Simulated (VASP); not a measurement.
# EuAl4Si2Rh: how cutoff and mesh change the moments

How far do the magnetic moments of EuAl4Si2Rh depend on cutoff and mesh? The starting structure is a measured crystal structure from the Crystallography Open Database. The reference starts from ferromagnetic moments.

Main program and level: VASP 6.6.1; Kohn-Sham DFT with plane waves and PAW; PBEsol.

### 1. Starting point

Symmetry: P4/mmm, No. 123, tetragonal system. The conventional cell has a = 4.176 Å, b = 4.176 Å, c = 8.289 Å, α = 90.00°, β = 90.00°, γ = 90.00°. Nearest to Eu lie 8 Si at 3.18 Å and 8 Al at 3.45 Å. Nearest to Rh lie 8 Al at 2.51 Å. Nearest to Si lie 1 Si at 2.36 Å and 4 Al at 2.61 Å and 4 Eu at 3.18 Å. Al has 2 Rh at 2.51 Å and 2 Si at 2.61 Å and 5 Al at 2.79 to 2.95 Å and 2 Eu at 3.45 Å nearest. Farther neighbours are not listed.

Structure file:

```cif
data_structure
_symmetry_space_group_name_H-M 'P4/mmm'
_symmetry_Int_Tables_number 123
_cell_length_a 4.1760
_cell_length_b 4.1760
_cell_length_c 8.2890
_cell_angle_alpha 90.000
_cell_angle_beta 90.000
_cell_angle_gamma 90.000
_cell_volume 144.55
loop_
_atom_site_label
_atom_site_type_symbol
_atom_site_symmetry_multiplicity
_atom_site_Wyckoff_symbol
_atom_site_fract_x
_atom_site_fract_y
_atom_site_fract_z
_atom_site_occupancy
Eu1 Eu 1 b 0.00000 0.00000 0.50000 1
Rh1 Rh 1 a 0.00000 0.00000 0.00000 1
Si1 Si 2 h 0.50000 0.50000 0.64260 1
Al1 Al 4 i 0.50000 0.00000 0.83200 1
```

### 2. Reference run

INCAR

```
SYSTEM = EuAl4Si2Rh
PREC = Accurate
ENCUT = 420
EDIFF = 1E-07
NELM = 200
ISMEAR = 1
SIGMA = 0.15
LREAL = .FALSE.
ALGO = Normal
GGA = PS
NBANDS = 44
ISPIN = 2
MAGMOM = 8.4 0.72 0 0 0 0 0 0
LASPH = .TRUE.
LMAXMIX = 6
AMIX = 0.2
BMIX = 1E-04
AMIX_MAG = 0.8
BMIX_MAG = 1E-04
LORBIT = 11
LWAVE = .FALSE.
LCHARG = .FALSE.
KPAR = 8
```

POSCAR

```
EuAl4Si2Rh
1.0
    4.1760000000      0.0000000000      0.0000000000
    0.0000000000      4.1760000000      0.0000000000
    0.0000000000      0.0000000000      8.2890000000
Eu Rh Si Al
1 1 2 4
Direct
    0.0000000000      0.0000000000      0.5000000000
    0.0000000000      0.0000000000      0.0000000000
    0.5000000000      0.5000000000      0.6426000000
    0.5000000000      0.5000000000      0.3574000000
    0.5000000000      0.0000000000      0.8320000000
    0.0000000000      0.5000000000      0.8320000000
    0.5000000000      0.0000000000      0.1680000000
    0.0000000000      0.5000000000      0.1680000000
```

KPOINTS

```
Automatic mesh
0
Gamma
8 8 4
0 0 0
```

The projector-augmented-wave data sets are Eu, Rh_pv, Si and Al (PBE family, release 64).

Command:

```sh
$ mpirun -np 8 vasp_std
```

Output:

```text
[banner, memory and clock lines left out]
running    8 mpi-ranks, on    1 nodes
 distrk:  each k-point on    1 cores,    8 groups
 distr:  one band on    1 cores,    1 groups

 POSCAR found type information on POSCAR EuRhSiAl
 POSCAR found :  4 types and       8 ions
|                                                                             |
|           W    W    AA    RRRRR   N    N  II  N    N   GGGG   !!!           |
|           W    W   A  A   R    R  NN   N  II  NN   N  G    G  !!!           |
|           W    W  A    A  R    R  N N  N  II  N N  N  G       !!!           |
|           W WW W  AAAAAA  RRRRR   N  N N  II  N  N N  G  GGG   !            |
|           WW  WW  A    A  R   R   N   NN  II  N   NN  G    G                |
|           W    W  A    A  R    R  N    N  II  N    N   GGGG   !!!           |
|                                                                             |
|     For optimal performance we recommend to set                             |
|       NCORE = 2 up to number-of-cores-per-socket                            |
|     NCORE specifies how many cores store one orbital (NPAR=cpu/NCORE).      |
|     This setting can greatly improve the performance of VASP for DFT.       |
|     The default, NCORE=1 might be grossly inefficient on modern             |
|     multi-core architectures or massively parallel machines. Do your        |
|     Unfortunately you need to use the default for GW and RPA                |
|     calculations (for HF NCORE is supported but not extensively tested      |
|     yet).                                                                   |
|                                                                             |

|                                                                             |
|               ----> ADVICE to this user running VASP <----                  |
|                                                                             |
|     You enforced a specific xc type in the INCAR file but a different       |
|     [... a line on the potential file left out ...]
|     I HOPE YOU KNOW WHAT YOU ARE DOING!                                     |
|                                                                             |

 LDA part: xc-table for (Slater+PW92), standard interpolation
 POSCAR, INCAR and KPOINTS ok, starting setup
 FFT: planning ... GRIDC
 FFT: planning ... GRID_SOFT
 FFT: planning ... GRID
 WAVECAR not read
 entering main loop
       N       E                     dE             d eps       ncg     rms          rms(c)
DAV:   1     0.270567216862E+03    0.27057E+03   -0.19260E+04 12780   0.272E+03
DAV:   2    -0.171636939386E+02   -0.28773E+03   -0.26277E+03 12244   0.447E+02
DAV:   3    -0.467721478471E+02   -0.29608E+02   -0.28736E+02 12360   0.889E+01
DAV:   4    -0.503696557787E+02   -0.35975E+01   -0.35736E+01 15664   0.206E+01
DAV:   5    -0.505612442842E+02   -0.19159E+00   -0.19144E+00 12012   0.601E+00    0.299E+01
DAV:   6    -0.528265845738E+02   -0.22653E+01   -0.13586E+00 12344   0.104E+01    0.180E+01
DAV:   7    -0.527637069268E+02    0.62878E-01   -0.56418E-01 11824   0.516E+00    0.131E+01
DAV:   8    -0.529708068460E+02   -0.20710E+00   -0.19645E+00 13352   0.162E+01    0.155E+01
DAV:   9    -0.526428603583E+02    0.32795E+00   -0.13212E+00 11476   0.133E+01    0.676E+00
DAV:  10    -0.525947124631E+02    0.48148E-01   -0.17685E-01 12456   0.315E+00    0.247E+00
DAV:  11    -0.525812957394E+02    0.13417E-01   -0.51843E-02 12752   0.244E+00    0.165E+00
DAV:  12    -0.525709490387E+02    0.10347E-01   -0.14209E-02 13480   0.169E+00    0.812E-01
DAV:  13    -0.525666560950E+02    0.42929E-02   -0.91832E-03 13312   0.673E-01    0.482E-01
DAV:  14    -0.525665786806E+02    0.77414E-04   -0.21466E-03 12736   0.301E-01    0.173E-01
DAV:  15    -0.525666028660E+02   -0.24185E-04   -0.19837E-04 14080   0.945E-02    0.122E-01
DAV:  16    -0.525665811926E+02    0.21673E-04   -0.65737E-05 12936   0.112E-01    0.641E-02
DAV:  17    -0.525665815006E+02   -0.30803E-06   -0.15618E-05 14480   0.458E-02    0.423E-02
DAV:  18    -0.525665806584E+02    0.84220E-06   -0.61035E-06 12040   0.203E-02    0.220E-02
DAV:  19    -0.525665791787E+02    0.14797E-05   -0.22735E-06 12012   0.198E-02    0.106E-02
DAV:  20    -0.525665789835E+02    0.19523E-06   -0.28209E-07  9272   0.481E-03    0.775E-03
DAV:  21    -0.525665788307E+02    0.15275E-06   -0.10592E-07  6552   0.500E-03    0.512E-03
DAV:  22    -0.525665787243E+02    0.10647E-06   -0.20627E-07  7432   0.575E-03    0.144E-03
DAV:  23    -0.525665787069E+02    0.17342E-07   -0.65131E-08  7380   0.222E-03
   1 F= -.52566579E+02 E0= -.52566525E+02  d E =-.159796E-03  mag=     6.8740
```

It took 1.8 min on 8 MPI ranks of Intel Xeon Platinum 8259CL at 2.50GHz (Skylake/Cascade Lake), shared host; peak memory 4.1 GiB; 14 min of CPU time.

The logs omit lines about the potential files and the build; timing stands in the text.

OUTCAR, selected parts (step 2):

```text
ion  position               nearest neighbor table
   1  0.000  0.000  0.500-   3 3.18   4 3.18   3 3.18   4 3.18   3 3.18   4 3.18   3 3.18   4 3.18
                             6 3.45   8 3.45   7 3.45   8 3.45   5 3.45   7 3.45   5 3.45   6 3.45
   2  0.000  0.000  0.000-   5 2.51   6 2.51   7 2.51   8 2.51   6 2.51   8 2.51   5 2.51   7 2.51

  LATTYP: Found a simple tetragonal cell.
 ALAT       =     4.1760000000
 C/A-ratio  =     1.9849137931

 Subroutine GETGRP returns: Found 16 space group operations
 (whereof 16 operations were pure point group operations)

The static configuration has the point symmetry D_4h.

 Found     45 irreducible k-points:

   k-points           NKPTS =     45   k-points in BZ     NKDIM =     45   number of bands    NBANDS=     44

   dimension x,y,z NGX =    28 NGY =   28 NGZ =   56
   dimension x,y,z NGXF=    56 NGYF=   56 NGZF=  112

   ENCUT  =  420.0 eV  30.87 Ry    5.56 a.u.   6.98  6.98 13.85*2*pi/ulx,y,z

   NELECT =      52.0000    total number of electrons

 k-points in reciprocal lattice and weights: Automatic mesh
   0.00000000  0.00000000  0.00000000       0.004
   0.12500000  0.00000000  0.00000000       0.016
   0.25000000  0.00000000  0.00000000       0.016
   0.37500000  0.00000000  0.00000000       0.016
   0.50000000  0.00000000  0.00000000       0.008
   0.12500000  0.12500000  0.00000000       0.016
   0.25000000  0.12500000  0.00000000       0.031
   0.37500000  0.12500000  0.00000000       0.031
   0.50000000  0.12500000  0.00000000       0.016
[...]
0.50000000  0.37500000  0.50000000       0.016
   0.50000000  0.50000000  0.50000000       0.004

 average (electrostatic) potential at core
       1 -35.5442       2 -75.0202       3 -81.9715       4 -81.9715       5 -72.9819
       6 -72.9819       7 -72.9819       8 -72.9819

 E-fermi :   7.2387

 spin component 1
 k-point     1 :       0.0000    0.0000    0.0000
  band No.  band energies     occupation
    ...
     25       6.6126      1.00000
     26       6.7968      1.00013
     27       6.9018      1.00333
     28       6.9018      1.00333
     29       6.9447      1.00908
     30       7.6236     -0.00086
     31       7.7287     -0.00002
     32       7.9620     -0.00000
     33       7.9620     -0.00000
     34       8.5210     -0.00000
    ...

 k-point     2 :       0.1250    0.0000    0.0000
  band No.  band energies     occupation
    ...
     25       6.6870      1.00000
     26       6.8224      1.00031
     27       6.8666      1.00126
     28       6.9062      1.00373
     29       7.0018      1.02402
     30       7.4882     -0.02019
     31       7.6882     -0.00010
     32       8.0615     -0.00000
     33       8.1655     -0.00000
     34       8.6975     -0.00000
    ...

 k-point     3 :       0.2500    0.0000    0.0000
  band No.  band energies     occupation
    ...
     25       6.7786      1.00006
     26       6.8381      1.00052
     27       6.8963      1.00289
     28       6.9079      1.00390
     29       7.1131      0.99910
     30       7.3921     -0.02729
     31       7.4449     -0.03265
     32       7.8559     -0.00000
     33       9.1228     -0.00000
     34       9.6543     -0.00000
    ...

 k-point     4 :       0.3750    0.0000    0.0000
  band No.  band energies     occupation
    ...
     24       6.7509      1.00002
     25       6.8258      1.00035
     26       6.8498      1.00076
     27       6.8507      1.00078
     28       7.0583      1.03538
     29       7.2498      0.43764
     30       7.6029     -0.00159
     31       7.7116     -0.00004
     32       7.7781     -0.00000
     33       8.5300     -0.00000
    ...

 k-point     5 :       0.5000    0.0000    0.0000
  band No.  band energies     occupation
    ...
     25       6.8322      1.00043
     26       6.8540      1.00086
     27       6.8631      1.00114
     28       7.1660      0.86181
     29       7.2244      0.58015
     30       7.8199     -0.00000
     31       7.9722     -0.00000
     32       8.0850     -0.00000
     33       8.1279     -0.00000
     34       8.5561     -0.00000
    ...

 k-point     6 :       0.1250    0.1250    0.0000
  band No.  band energies     occupation
    ...
     26       6.8185      1.00027
     27       6.8590      1.00100
     28       6.9092      1.00403
     29       7.0702      1.03365
     30       7.1819      0.79664
     31       7.8855     -0.00000
     32       8.5008     -0.00000
     33       8.6043     -0.00000
     34       8.8001     -0.00000
     35      10.1506     -0.00000
    ...

  Total       -2.3006075     -2.3006075     -2.8769310      0.0000000      0.0000000      0.0000000
  in kB      -25.4994021    -25.4994021    -31.8872383      0.0000000      0.0000000      0.0000000
  external PRESSURE =     -27.6286808 kB  Pullay stress =       0.0000000 kB

  energy-cutoff  :      420.00
  volume of cell :      144.55
      direct lattice vectors                 reciprocal lattice vectors
     4.176000000  0.000000000  0.000000000     0.239463602  0.000000000  0.000000000
     0.000000000  4.176000000  0.000000000     0.000000000  0.239463602  0.000000000
     0.000000000  0.000000000  8.289000000     0.000000000  0.000000000  0.120641814

 POSITION                                       TOTAL-FORCE (eV/Angst)
 -----------------------------------------------------------------------------------
      0.00000      0.00000      4.14450        -0.000000     -0.000000      0.000000
      0.00000      0.00000      0.00000        -0.000000     -0.000000      0.000000
      2.08800      2.08800      5.32651        -0.000000      0.000000     -0.163845
      2.08800      2.08800      2.96249        -0.000000      0.000000      0.163845
      2.08800      0.00000      6.89645        -0.000000     -0.000000      0.002510
      0.00000      2.08800      6.89645         0.000000     -0.000000      0.002510
      2.08800      0.00000      1.39255        -0.000000      0.000000     -0.002510
      0.00000      2.08800      1.39255        -0.000000     -0.000000     -0.002510
 -----------------------------------------------------------------------------------
    total drift:                               -0.000000     -0.000000      0.000000

  FREE ENERGIE OF THE ION-ELECTRON SYSTEM (eV)
  ---------------------------------------------------
  free  energy   TOTEN  =       -52.5665787069 eV

  energy  without entropy=      -52.5664189105  energy(sigma->0) =      -52.56652544

 total charge
# of ion       s       p       d       f       tot
--------------------------------------------------
    1        2.025   5.693   0.430   6.576  14.724
    2        0.440   6.346   7.346   0.000  14.132
    3        0.760   0.919   0.000   0.000   1.679
    4        0.760   0.919   0.000   0.000   1.679
    5        0.404   0.368   0.000   0.000   0.771
    6        0.404   0.368   0.000   0.000   0.771
    7        0.404   0.368   0.000   0.000   0.771
    8        0.404   0.368   0.000   0.000   0.771
--------------------------------------------------
tot          5.599  15.347   7.777   6.576  35.300

 magnetization (x)
# of ion       s       p       d       f       tot
--------------------------------------------------
    1       -0.011  -0.097   0.088   6.535   6.516
    2       -0.002  -0.006   0.004   0.000  -0.004
    3       -0.004  -0.010   0.000   0.000  -0.014
    4       -0.004  -0.010   0.000   0.000  -0.014
    5       -0.001  -0.001   0.000   0.000  -0.002
    6       -0.001  -0.001   0.000   0.000  -0.002
    7       -0.001  -0.001   0.000   0.000  -0.002
    8       -0.001  -0.001   0.000   0.000  -0.002
--------------------------------------------------
tot         -0.026  -0.125   0.092   6.535   6.476

[... 6 further parts left out ...]
```

The cell holds one magnetic atom, so no antiferromagnetic order fits into it. Experiment finds antiferromagnetic order in this phase (below 11.7 K, arxiv:1411.0379), so this ferromagnetic run describes another state. The PAW data sets were made with PBE, which is usual practice but a small mismatch for other functionals. At this level the cell is under a tension of 2.8 GPa, so at these settings it is away from equilibrium.

Reference: the moments inside the Eu spheres have a mean size of 6.52 μB, and the cell carries 6.87 μB, with no gap.

### 3. Run with a 4×4×2 mesh

Against step 2 the input has a 4×4×2 mesh (also changed: KPAR and NCORE).

Changes to INCAR since step 2:

```diff
@@ -22,2 +22,3 @@
 LCHARG = .FALSE.
-KPAR = 8
+KPAR = 4
+NCORE = 2
```

POSCAR is that of step 2.

KPOINTS

```
Automatic mesh
0
Gamma
4 4 2
0 0 0
```

Command:

```sh
$ mpirun -np 8 vasp_std
```

Output:

```text
[banner, memory and clock lines left out]
running    8 mpi-ranks, on    1 nodes
[...]
[... a notice as in an earlier step ...]

 LDA part: xc-table for (Slater+PW92), standard interpolation
 POSCAR, INCAR and KPOINTS ok, starting setup
[...]
entering main loop
       N       E                     dE             d eps       ncg     rms          rms(c)
DAV:   1     0.271144647857E+03    0.27114E+03   -0.19373E+04  3400   0.274E+03
DAV:   2    -0.167488333382E+02   -0.28789E+03   -0.26338E+03  3252   0.442E+02
DAV:   3    -0.468811637500E+02   -0.30132E+02   -0.29107E+02  3352   0.903E+01
DAV:   4    -0.504054131288E+02   -0.35242E+01   -0.35053E+01  4200   0.200E+01
[...]
DAV:  21    -0.525957241074E+02    0.29914E-06   -0.12048E-06  3152   0.165E-02    0.104E-02
DAV:  22    -0.525957238291E+02    0.27830E-06   -0.52815E-07  3168   0.995E-03    0.778E-03
DAV:  23    -0.525957238235E+02    0.56380E-08   -0.50784E-08  1464   0.256E-03
   1 F= -.52595724E+02 E0= -.52597394E+02  d E =0.501078E-02  mag=     6.9607
```

It took 41 s on 8 MPI ranks; peak memory 2 GiB.

From OUTCAR (step 3):

```text
  Total       -2.2392895     -2.2392895     -2.7822910      0.0000000      0.0000000     -0.0000000
  in kB      -24.8197672    -24.8197672    -30.8382710      0.0000000      0.0000000     -0.0000000
  external PRESSURE =     -26.8259352 kB  Pullay stress =       0.0000000 kB

 POSITION                                       TOTAL-FORCE (eV/Angst)
 -----------------------------------------------------------------------------------
      0.00000      0.00000      4.14450        -0.000000      0.000000      0.000000
      0.00000      0.00000      0.00000        -0.000000      0.000000      0.000000
      2.08800      2.08800      5.32651        -0.000000      0.000000      0.037822
      2.08800      2.08800      2.96249        -0.000000     -0.000000     -0.037822
      2.08800      0.00000      6.89645         0.000000      0.000000      0.054662
      0.00000      2.08800      6.89645         0.000000     -0.000000      0.054662
      2.08800      0.00000      1.39255        -0.000000      0.000000     -0.054662
      0.00000      2.08800      1.39255        -0.000000     -0.000000     -0.054662
 -----------------------------------------------------------------------------------
    total drift:                               -0.000000     -0.000000      0.000000

  FREE ENERGIE OF THE ION-ELECTRON SYSTEM (eV)
  ---------------------------------------------------
  free  energy   TOTEN  =       -52.5957238235 eV

  energy  without entropy=      -52.6007346059  energy(sigma->0) =      -52.59739408

 magnetization (x)
# of ion       s       p       d       f       tot
--------------------------------------------------
    1       -0.010  -0.096   0.094   6.533   6.520
    2       -0.002  -0.000  -0.001   0.000  -0.003
    3       -0.003  -0.011   0.000   0.000  -0.014
    4       -0.003  -0.011   0.000   0.000  -0.014
    5       -0.000   0.002   0.000   0.000   0.001
    6       -0.000   0.002   0.000   0.000   0.001
    7       -0.000   0.002   0.000   0.000   0.001
    8       -0.000   0.002   0.000   0.000   0.001
--------------------------------------------------
tot         -0.020  -0.111   0.093   6.533   6.494

[... 1 part as in an earlier step ...]

[... 2 further parts left out ...]
[key lines of the parts left out:]
E-fermi :   7.1874
```

A 4×4×2 mesh: the moments inside the Eu spheres have a mean size of 6.52 μB, and the cell carries 6.96 μB, with no gap.

(Continued in part 2 of 2.)

[Lines on the potential files, build, host, timing and source positions are cut from VASP's logs without a mark.]

[Logs are printed without paths, hosts, clocks, repeated set-up lines and the standing remarks that a program may print on its own settings, such as how far it seeks lower states.]

[Hosts, paths, dates, database ids (printed as entryN), source tags and the programs' standing remarks are cut or masked in the printed files.]
